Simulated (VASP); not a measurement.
OSZICAR of a VASP run on MoSi₂ (MoSi2 type):

### OSZICAR
```
       N       E                     dE             d eps       ncg     rms          rms(c)
DAV:   1     0.132185896188E+03    0.13219E+03   -0.11419E+04  5888   0.139E+03
DAV:   2    -0.117305099758E+02   -0.14392E+03   -0.14217E+03  7259   0.336E+02
DAV:   3    -0.150238707912E+02   -0.32934E+01   -0.32036E+01  7854   0.446E+01
DAV:   4    -0.150425426026E+02   -0.18672E-01   -0.18670E-01  6686   0.395E+00
DAV:   5    -0.150427114218E+02   -0.16882E-03   -0.16881E-03  8015   0.357E-01    0.173E+01
DAV:   6    -0.144303920906E+02    0.61232E+00   -0.87948E+00  6769   0.190E+01    0.348E+00
DAV:   7    -0.142991300326E+02    0.13126E+00   -0.14791E+00  6572   0.775E+00    0.367E+00
DAV:   8    -0.142988666451E+02    0.26339E-03   -0.10528E-01  6902   0.286E+00    0.522E-01
DAV:   9    -0.143021012016E+02   -0.32346E-02   -0.55800E-03  7546   0.654E-01    0.259E-01
DAV:  10    -0.143028173998E+02   -0.71620E-03   -0.20372E-03  7021   0.361E-01    0.412E-02
DAV:  11    -0.143028984023E+02   -0.81002E-04   -0.47641E-04  6986   0.176E-01    0.422E-02
DAV:  12    -0.143028966130E+02    0.17893E-05   -0.88826E-05  6994   0.641E-02    0.672E-03
DAV:  13    -0.143028999502E+02   -0.33372E-05   -0.10932E-05  6419   0.253E-02    0.433E-03
DAV:  14    -0.143029001156E+02   -0.16533E-06   -0.25904E-07  8099   0.398E-03    0.910E-04
DAV:  15    -0.143029002168E+02   -0.10123E-06   -0.19193E-07  6104   0.356E-03    0.211E-04
DAV:  16    -0.143029002192E+02   -0.23833E-08   -0.93443E-10  3276   0.244E-04
   1 F= -.14302900E+02 E0= -.14302742E+02  d E =-.143029E+02
       N       E                     dE             d eps       ncg     rms          rms(c)
DAV:   1    -0.143043817121E+02   -0.14815E-02   -0.45261E-02  6237   0.196E+00    0.176E-01
DAV:   2    -0.143038821410E+02    0.49957E-03   -0.14286E-03  7721   0.312E-01    0.873E-02
DAV:   3    -0.143037222832E+02    0.15986E-03   -0.44507E-04  7448   0.169E-01    0.321E-02
DAV:   4    -0.143037177517E+02    0.45314E-05   -0.36531E-05  6657   0.438E-02    0.112E-02
DAV:   5    -0.143037176253E+02    0.12647E-06   -0.20728E-06  7112   0.106E-02    0.476E-03
DAV:   6    -0.143037177408E+02   -0.11551E-06   -0.45596E-07  7217   0.517E-03    0.793E-04
DAV:   7    -0.143037177607E+02   -0.19944E-07   -0.24856E-08  3164   0.109E-03
   2 F= -.14303718E+02 E0= -.14303591E+02  d E =-.817542E-03
       N       E                     dE             d eps       ncg     rms          rms(c)
DAV:   1    -0.143037235305E+02   -0.57897E-05   -0.18350E-04  6272   0.125E-01    0.112E-02
DAV:   2    -0.143037214688E+02    0.20617E-05   -0.57111E-06  7763   0.199E-02    0.557E-03
DAV:   3    -0.143037207623E+02    0.70655E-06   -0.18052E-06  7504   0.108E-02    0.196E-03
DAV:   4    -0.143037207722E+02   -0.99626E-08   -0.12835E-07  3794   0.268E-03
   3 F= -.14303721E+02 E0= -.14303597E+02  d E =-.820553E-03
       N       E                     dE             d eps       ncg     rms          rms(c)
DAV:   1    -0.143039935702E+02   -0.27281E-03   -0.11021E-02  6790   0.958E-01    0.828E-02
DAV:   2    -0.143038148621E+02    0.17871E-03   -0.45520E-04  7049   0.165E-01    0.427E-02
DAV:   3    -0.143037715429E+02    0.43319E-04   -0.13478E-04  7259   0.872E-02    0.176E-02
DAV:   4    -0.143037671336E+02    0.44093E-05   -0.18792E-05  7119   0.323E-02    0.585E-03
DAV:   5    -0.143037669166E+02    0.21694E-06   -0.15230E-06  6734   0.792E-03    0.268E-03
DAV:   6    -0.143037669087E+02    0.79144E-08   -0.13734E-07  4628   0.279E-03
   4 F= -.14303767E+02 E0= -.14303643E+02  d E =-.461365E-04
```

Problem. Which electronic solver shows in the log?

Solution. It is blocked Davidson (ALGO = Normal, or the opening steps of other solvers). The INCAR had ALGO = Normal.

Problem. Can the final energy be trusted as converged?

Solution. Self-consistency was reached. It stopped with EDIFF = 1E-7, NELM = 100, NSW = 30 and EDIFFG = -0.01 after 4 ionic steps (vdW-DF2, plane waves, VASP's PBE PAW potentials (set 64)).

The compound is MoSi2 in the MoSi2 type structure. This cell is one point of a volume scan, at 0.97 of the reference volume. Symmetry was kept, so distortions that lower it aren't found.
